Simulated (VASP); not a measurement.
Here is the system:

```
CELL_PARAMETERS angstrom
      0.00000     2.16711     2.16711
      2.16711     0.00000     2.16711
      2.16711     2.16711     0.00000
ATOMIC_POSITIONS crystal
  Ti 0.00000 0.00000 0.00000
  C  0.50000 0.50000 0.50000
```

The numbers are results of PBE GGA, VASP's PBE PAW potentials (set 64) (plane waves; VASP 6.6.1), not measurements. Settings: 600 eV cut-off, 14×14×14 Γ-centred mesh, first-order Methfessel-Paxton smearing of 0.10 eV, potentials Ti_sv C.

Each relaxation starts from this cell; other phases were not tried.

**Question.** The cell is relaxed at 15 GPa. What happens?

**Answer.** The volume per atom goes from 10.18 to 9.64 Å³ (-5.3 %), and the cell becomes a = b = c = 4.256 Å, α = β = γ = 90.00°, space group Fm-3m.

**Question.** The cell is relaxed at 20 GPa. What happens?

**Answer.** The volume per atom goes from 10.18 to 9.49 Å³ (-6.8 %), and the cell becomes a = b = c = 4.2342 Å, α = β = γ = 90.00°, space group Fm-3m.

Failed runs are left out, and for metals the shear rows, which the mesh's noise covers.

The compound is TiC in the rock salt structure.
